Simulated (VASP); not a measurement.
# Cu2B (Fd-3m) in VASP: further runs

Runs on Cu2B. Level: LDA. Tasks: relaxation of cell and atoms.

All numbers are computed with VASP 6.6.1; they aren't measurements. Logs are shortened: lines on timing, memory, paths and dates and some standing lists are left out, and cuts for length are marked.

**1. Starting point**

It takes space group Fd-3m (No. 227, cubic). Conventional cell: a = 6.567 Å, b = 6.567 Å, c = 6.567 Å, α = 90.00°, β = 90.00°, γ = 90.00°. Around Cu (site symmetry -3m) lie 6 Cu at 2.32 Å. B (site symmetry -43m) has 12 Cu at 2.72 Å and 4 B at 2.84 Å as nearest neighbours.

The cell was built by a generator and needn't be a form met in nature.

**2. Relaxation of cell and atoms, LDA, target pressure 2 GPa, at which the enthalpy is minimised**

The input, INCAR:

```
SYSTEM = Cu2B
PREC = Accurate
ENCUT = 600
EDIFF = 1E-6
ISMEAR = -1
SIGMA = 0.05
LREAL = .FALSE.
LASPH = .TRUE.
NELM = 100
ALGO = Normal
ISIF = 3
LWAVE = .FALSE.
LCHARG = .FALSE.
GGA = CA
IBRION = 2
NSW = 60
EDIFFG = -0.01
PSTRESS = 20
```

The input, KPOINTS:

```
Automatic mesh
0
G
  5 5 5
  0 0 0
```

The input, POSCAR:

```
Cu2B
1.0
    0.0000000000      3.2834700000      3.2834700000
    3.2834700000      0.0000000000      3.2834700000
    3.2834700000      3.2834700000      0.0000000000
Cu B
4 2
Direct
    0.1250000000      0.1250000000      0.1250000000
    0.6250000000      0.1250000000      0.1250000000
    0.1250000000      0.1250000000      0.6250000000
    0.1250000000      0.6250000000      0.1250000000
    0.5000000000      0.5000000000      0.5000000000
    0.7500000000      0.7500000000      0.7500000000
```

Potentials or basis: VASP PAW LDA potentials, release 64 (Cu, B).

Started as:

```bash
$ cat potpaw_LDA.64/Cu/POTCAR potpaw_LDA.64/B/POTCAR > POTCAR
$ mpirun -np 1 vasp_std > vasp.out
```

OUTCAR:

```text
SYSTEM = Cu2B
   PREC = Accurate
   ENCUT = 600
   EDIFF = 1E-6
   ISMEAR = -1
   LREAL = .FALSE.
   LASPH = .TRUE.
   NELM = 100
   ISIF = 3
   GGA = CA
   IBRION = 2
   NSW = 60
   EDIFFG = -0.01
   PSTRESS = 20

 ion  position               nearest neighbor table
   1  0.125  0.125  0.125-   2 2.32   3 2.32   4 2.32   3 2.32   4 2.32   2 2.32
   2  0.625  0.125  0.125-   1 2.32   3 2.32   4 2.32   1 2.32   3 2.32   4 2.32
   3  0.125  0.125  0.625-   1 2.32   1 2.32   2 2.32   4 2.32   4 2.32   2 2.32
   4  0.125  0.625  0.125-   1 2.32   3 2.32   1 2.32   2 2.32   3 2.32   2 2.32
   5  0.500  0.500  0.500-
   6  0.750  0.750  0.750-

  LATTYP: Found a face centered cubic cell.
 ALAT       =     6.5669400000

  Lattice vectors:

 A1 = (   0.0000000000,   3.2834700000,   3.2834700000)
 A2 = (   3.2834700000,   0.0000000000,   3.2834700000)
 A3 = (   3.2834700000,   3.2834700000,   0.0000000000)

Analysis of symmetry for initial positions (statically):
=====================================================================
 Subroutine PRICEL returns:
 Original cell was already a primitive cell.

 Routine SETGRP: Setting up the symmetry group for a
 face centered cubic supercell.

 Subroutine GETGRP returns: Found 48 space group operations
 (whereof 24 operations were pure point group operations)
 out of a pool of 48 trial point group operations.

The static configuration has the point symmetry T_d .
 The point group associated with its full space group is O_h .

Analysis of symmetry for dynamics (positions and initial velocities):
=====================================================================
 Subroutine PRICEL returns:
 Original cell was already a primitive cell.

 Routine SETGRP: Setting up the symmetry group for a
 face centered cubic supercell.

 Subroutine GETGRP returns: Found 48 space group operations
 (whereof 24 operations were pure point group operations)
 out of a pool of 48 trial point group operations.

The dynamic configuration has the point symmetry T_d .
 The point group associated with its full space group is O_h .

 Subroutine INISYM returns: Found 48 space group operations
 (whereof 24 operations are pure point group operations),
 and found     1 'primitive' translations

----------------------------------------------------------------------------------------

                                     Primitive cell

  volume of cell :      70.7993

  direct lattice vectors                    reciprocal lattice vectors
     0.000000000  3.283470000  3.283470000    -0.152277925  0.152277925  0.152277925
     3.283470000  0.000000000  3.283470000     0.152277925 -0.152277925  0.152277925
     3.283470000  3.283470000  0.000000000     0.152277925  0.152277925 -0.152277925

  length of vectors
     4.643527806  4.643527806  4.643527806     0.263753104  0.263753104  0.263753104

  position of ions in fractional coordinates (direct lattice)
     0.125000000  0.125000000  0.125000000
     0.625000000  0.125000000  0.125000000
     0.125000000  0.125000000  0.625000000
     0.125000000  0.625000000  0.125000000
     0.500000000  0.500000000  0.500000000
     0.750000000  0.750000000  0.750000000

  ion indices of the primitive-cell ions
   primitive index   ion index
                 1           1
                 2           2
                 3           3
                 4           4
                 5           5
                 6           6

----------------------------------------------------------------------------------------

 KPOINTS: Automatic mesh

Automatic generation of k-mesh.
 Grid dimensions read from file:
 generate k-points for:    5    5    5

 Generating k-lattice:

  Cartesian coordinates                     Fractional coordinates (reciprocal lattice)
    -0.030455585  0.030455585  0.030455585     0.200000000  0.000000000  0.000000000
     0.030455585 -0.030455585  0.030455585     0.000000000  0.200000000  0.000000000
     0.030455585  0.030455585 -0.030455585     0.000000000  0.000000000  0.200000000

  Length of vectors
     0.052750621  0.052750621  0.052750621

  Shift w.r.t. Gamma in fractional coordinates (k-lattice)
     0.000000000  0.000000000  0.000000000

 Subroutine IBZKPT returns following result:
 ===========================================

 Found     10 irreducible k-points:

 Following reciprocal coordinates:
            Coordinates               Weight
  0.000000  0.000000  0.000000      1.000000
  0.200000  0.000000  0.000000      8.000000
  0.400000  0.000000  0.000000      8.000000
  0.200000  0.200000  0.000000      6.000000
  0.400000  0.200000  0.000000     24.000000
 -0.400000  0.200000  0.000000     24.000000
 -0.200000  0.200000  0.000000     12.000000
  0.400000  0.400000  0.000000      6.000000
 -0.400000  0.400000  0.000000     12.000000
 -0.400000  0.400000  0.200000     24.000000
   k-points           NKPTS =     10   k-points in BZ     NKDIM =     10   number of bands    NBANDS=     30
   number of dos      NEDOS =    301   number of ions     NIONS =      6
   total plane-waves  NPLWV =  64000
   dimension x,y,z NGX =    40 NGY =   40 NGZ =   40
   dimension x,y,z NGXF=    80 NGYF=   80 NGZF=   80
   ions per type =               4   2
   NGX,Y,Z   is equivalent  to a cutoff of  14.32, 14.32, 14.32 a.u.
   NGXF,Y,Z  is equivalent  to a cutoff of  28.64, 28.64, 28.64 a.u.
 SYSTEM =  Cu2B
   PREC   = accura    normal or accurate (medium, high low for compatibility)
   ISTART =      0    job   : 0-new  1-cont  2-samecut
   ICHARG =      2    charge: 1-file 2-atom 10-const
   ISPIN  =      1    spin polarized calculation?
   LNONCOLLINEAR =      F non collinear calculations
   LSORBIT =      F    spin-orbit coupling
   LASPH  =      T    aspherical Exc in radial PAW
   ENCUT  =  600.0 eV  44.10 Ry    6.64 a.u.   9.27  9.27  9.27*2*pi/ulx,y,z
   NELM   =    100;   NELMIN=  2; NELMDL= -5     # of ELM steps
   EDIFF  = 0.1E-05   stopping-criterion for ELM
   LREAL  =      F    real-space projection
   EDIFFG = -.1E-01   stopping-criterion for IOM
   NSW    =     60    number of steps for IOM
   IBRION =      2    ionic relax: 0-MD 1-quasi-New 2-CG
   NFREE  =      1    steps in history (QN), initial steepest desc. (CG)
   ISIF   =      3    stress and relaxation
   ISYM   =      2    0-nonsym 1-usesym 2-fastsym
   POTIM  = 0.5000    time-step for ionic-motion
   TEBEG  =    0.0;   TEEND  =   0.0 temperature during run
   PSTRESS=   20.0 pullay stress
   NELECT =      50.0000    total number of electrons
   NUPDOWN=      -1.0000    fix difference up-down
   EMIN   =  10.00;   EMAX   =-10.00  energy-range for DOS
   EFERMI =   0.00;   METHOD = LEGACY
   ISMEAR =    -1;   SIGMA  =   0.05  broadening in eV -4-tet -1-fermi 0-gaus
   EFERMI_NEDOS =   21; number of points for ismear=-14 and -15
   IALGO  =     38    algorithm
   IMIX   =      4    mixing-type and parameters
     AMIX     =   0.40;   BMIX     =  1.00
     AMIX_MAG =   1.60;   BMIX_MAG =  1.00
  volume/ion in A,a.u.               =      11.80        79.63
  Fermi-wavevector in a.u.,A,eV,Ry     =   1.457880  2.754994 28.918015  2.125414
  Thomas-Fermi vector in A             =   2.574630
   LORBIT       =      0    0 simple, 1 ext, 2 COOP (PROOUT), +10 PAW based schemes
   GGA     = CA    functional components
   LHFCALC =     F    Hartree Fock is set to
   AEXX    =    0.0000 exact exchange contribution
   IVDW    =     0    specifies the selected vdW correction
   LEPSILON=     F    determine dielectric tensor
   LRPA    =     F    only Hartree local field effects (RPA)
 conjugate gradient relaxation of ions
 non-spin polarized calculation
  energy-cutoff  :      600.00
  volume of cell :       70.80
 maximum number of plane-waves:      2421
 NGX is ok and might be reduce to    40
   NGX = 19   NGY = 19   NGZ = 19

--------------------------------------- Ionic step        1  -------------------------------------------

 number of electron      49.9999985 magnetization

 Free energy of the ion-electron system (eV)
  ---------------------------------------------------
  ext. energy  EPLUGINS =         0.00000000
  ---------------------------------------------------
  free energy    TOTEN  =       -26.31091610 eV

  energy without entropy =      -26.29958798  energy(sigma->0) =      -26.30525204

------------------------ aborting loop because EDIFF is reached ----------------------------------------

  FORCE on cell =-STRESS in cart. coord.  units (eV):
  Direction    XX          YY          ZZ          XY          YZ          ZX
  --------------------------------------------------------------------------------------
  -------------------------------------------------------------------------------------
  Total       -4.8031984     -4.8031984     -4.8031984      0.0000000     -0.0000000      0.0000000
  in kB     -108.6955976   -108.6955976   -108.6955976      0.0000000     -0.0000000      0.0000000
  external PRESSURE =    -128.6955976 kB  Pullay stress =      20.0000000 kB

 VOLUME and BASIS-vectors are now :
 -----------------------------------------------------------------------------
  energy-cutoff  :      600.00
  volume of cell :       70.80
      direct lattice vectors                 reciprocal lattice vectors
     0.000000000  3.283470000  3.283470000    -0.152277925  0.152277925  0.152277925
     3.283470000  0.000000000  3.283470000     0.152277925 -0.152277925  0.152277925
     3.283470000  3.283470000  0.000000000     0.152277925  0.152277925 -0.152277925
[... 54 lines left out ...]
  FREE ENERGIE OF THE ION-ELECTRON SYSTEM (eV)
  ---------------------------------------------------
  free  energy   TOTEN  =       -26.4097771440 eV

  energy  without entropy=      -26.4044105690  energy(sigma->0) =      -26.40709386

  enthalpy is  TOTEN    =       -25.6417651800 eV   P V=        0.7680119640

--------------------------------------- Ionic step        3  -------------------------------------------

 number of electron      49.9999988 magnetization

 Free energy of the ion-electron system (eV)
  ---------------------------------------------------
  ext. energy  EPLUGINS =         0.00000000
  ---------------------------------------------------
  free energy    TOTEN  =       -26.51770622 eV

  energy without entropy =      -26.51018107  energy(sigma->0) =      -26.51394364

 E-fermi :   7.1271     XC(G=0): -12.6375

 val. band max:        7.0367631883   @ k =  -0.2000   0.2000   0.0000
 cond. band min:       7.1916196777   @ k =   0.4000   0.0000   0.0000
 fundamental gap:      0.1548564893
 Fermi energy:         7.1271282636

 k-point     1 :       0.0000    0.0000    0.0000
  band No.  band energies     occupation
      1      -3.9910      2.00000
      2       0.2102      2.00000
      3       1.7605      2.00000
      4       1.7605      2.00000
      5       1.7605      2.00000
      6       2.1722      2.00000
[... 341 lines left out ...]
 POSITION                                       TOTAL-FORCE (eV/Angst)
 -----------------------------------------------------------------------------------
      0.79512      0.79512      0.79512         0.000000     -0.000000     -0.000000
      0.79512      2.38535      2.38535         0.000000     -0.000000     -0.000000
      2.38535      2.38535      0.79512         0.000000     -0.000000     -0.000000
      2.38535      0.79512      2.38535         0.000000     -0.000000     -0.000000
      3.18047      3.18047      3.18047        -0.000000      0.000000     -0.000000
      4.77071      4.77071      4.77071         0.000000     -0.000000      0.000000
 -----------------------------------------------------------------------------------
    total drift:                                0.000000     -0.000000      0.000000

  FREE ENERGIE OF THE ION-ELECTRON SYSTEM (eV)
  ---------------------------------------------------
  free  energy   TOTEN  =       -26.5177062164 eV

  energy  without entropy=      -26.5101810733  energy(sigma->0) =      -26.51394364

  enthalpy is  TOTEN    =       -25.7145061386 eV   P V=        0.8032000778

 reached required accuracy - stopping structural energy minimisation
```

It took 80 s on 1 thread of Intel Xeon 6975P-C (Granite Rapids), shared host; peak memory 0.21 GiB.

Results:

```yaml
Free_energy: -26.5177 eV
Relaxed_volume: 10.72 Å³/atom
Relaxed_cell: a = 4.498 Å, b = 4.498 Å, c = 4.498 Å, α = 60.00°, β = 60.00°, γ = 60.00°
Space_group_after_relaxing_to_0.05_Å: Fd-3m (No. 227)
Energy_change_on_relaxing_the_enthalpy_is_what_falls: -34.5 meV/atom
Ionic_steps: 3
Pressure_after_relaxing: 2.0 GPa
Band_gap_on_the_k_mesh: none (metal or under the smearing width)
```

The path:
```csv
step,energy change (eV),largest force (eV/Å),pressure (GPa),volume (Å³)
1,0.0000,0.0000,-10.87,70.80
2,-0.0989,0.0000,10.69,61.52
3,-0.2068,0.0000,2.04,64.34
```

Final structure:
```
CELL_PARAMETERS angstrom
0.00000 3.18047 3.18047
3.18047 0.00000 3.18047
3.18047 3.18047 0.00000
ATOMIC_POSITIONS crystal
Cu 0.12500 0.12500 0.12500
Cu 0.62500 0.12500 0.12500
Cu 0.12500 0.12500 0.62500
Cu 0.12500 0.62500 0.12500
B 0.50000 0.50000 0.50000
B 0.75000 0.75000 0.75000
```

Levels at points of the mesh, in eV from the Fermi level:
```csv
k point,band 22,band 23,band 24,band 25,band 26,band 27,band 28,band 29
"(0.00, 0.00, 0.00)",-1.22,-1.05,-1.05,-1.05,1.23,1.23,1.23,1.41
```

Caveat: the cell is relaxed towards a set pressure, so the enthalpy falls and the energy may rise.

(Continued in part 2 of 2.)
